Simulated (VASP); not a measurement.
Level of theory: optB88-vdW, VASP's PBE PAW potentials (set 64) (plane waves; VASP).

VASP input:

### POSCAR
```
C
1.0
  1.2573639217  -2.1778176895   0.0000000000
  1.2573639217   2.1778176895   0.0000000000
  0.0000000000   0.0000000000   6.8358522336
C
4
direct
  0.0000000000   0.0000000000   0.2500000000
  0.0000000000   0.0000000000   0.7500000000
  0.3333330000   0.6666670000   0.2500000000
  0.6666670000   0.3333330000   0.7500000000
```

**KPOINTS**
```
K-points
0
G
  10 10 4
```

### INCAR
```
EDIFF  =  1E-7   ! SCF stop (eV)
PARAM2  =  0.22
IBRION  =  2   ! conjugate gradients
LUSE_VDW  =  .TRUE.
PARAM1  =  0.1833333333
LASPH  =  .TRUE.   ! aspherical one-centre terms
ALGO  =  Normal   ! blocked Davidson
ENCUT  =  520
SYSTEM  =  C
LCHARG  =  .FALSE.
LREAL  =  .FALSE.
NELM  =  100   ! most electronic steps
LWAVE  =  .FALSE.
ISIF  =  4   ! ions and shape, fixed volume
ISMEAR  =  0   ! Gaussian
SIGMA  =  0.05
GGA  =  BO
AGGAC  =  0.0
EDIFFG  =  -0.01   ! ionic stop
PREC  =  Accurate
NSW  =  30   ! most ionic steps
```

POTCAR, in this order: C (PBE.64 set). Program: vasp_std.

Problem. What will the output report for the number of irreducible k-points (NKPTS), largest plane-wave count, number of space-group operations, FFT grid (NGX, NGY, NGZ)?

Solution. 
The number of irreducible k-points (NKPTS) is 42, the largest plane-wave count comes out as 1034 and the number of space-group operations comes out as 24. The FFT grid (NGX, NGY, NGZ) is 20 × 20 × 54.

The compound is C in the graphite structure. This cell is one point of a volume scan, at 1.06 of the reference volume. Symmetry was kept, so distortions that lower it aren't found.
